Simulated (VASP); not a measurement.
Bi:

```
CELL_PARAMETERS angstrom
2.26750 1.30914 3.93800
-2.26750 1.30914 3.93800
0.00000 -2.61828 3.93800
ATOMIC_POSITIONS crystal
Bi 0.23400 0.23400 0.23400
Bi 0.76600 0.76600 0.76600
```

| Quantity | Value |
| --- | --- |
| Program | VASP 6.6.1 |
| Task | relaxation of cell and atoms |
| Functional | PBEsol |
| Potentials or basis | VASP PAW PBE potentials, release 64 (Bi) |
| Cutoff | 580 eV |
| k mesh | 12 × 12 × 12 |
| Occupations | gaussian, width 0.1 eV |
| Spin | no spin polarisation |

At the start: pressure -0.1 GPa; volume 35.07 Å³/atom.

How do energy, volume and symmetry change on relaxing?

Over 8 steps the energy falls by 3.6 meV/atom and the volume is 34.43 Å³/atom (-1.8 %); space group R-3m (No. 166, to 0.05 Å).

Step by step:
```tsv
step	energy change (eV)	largest force (eV/Å)	pressure (GPa)	volume (Å³)
1	0.0000	0.1897	-0.13	70.14
2	-0.0032	0.1304	-0.11	69.84
3	-0.0060	0.0170	-0.02	69.06
4	-0.0061	0.0006	-0.04	69.16
5	-0.0067	0.0066	0.03	68.98
6	-0.0070	0.0134	0.14	68.71
7	-0.0068	0.0215	-0.25	69.15
8	-0.0071	0.0017	0.01	68.86
```

Final structure:
```yaml
crystal:
  lattice:
    - [2.26462, 1.30748, 3.87589]
    - [-2.26462, 1.30748, 3.87589]
    - [0.00000, -2.61495, 3.87589]
  atoms:
    - { symbol: Bi, position: [0.23706, 0.23706, 0.23706] }
    - { symbol: Bi, position: [0.76294, 0.76294, 0.76294] }
```

Caveat: the PAW data sets were made with another functional, which shifts forces and pressure a little.
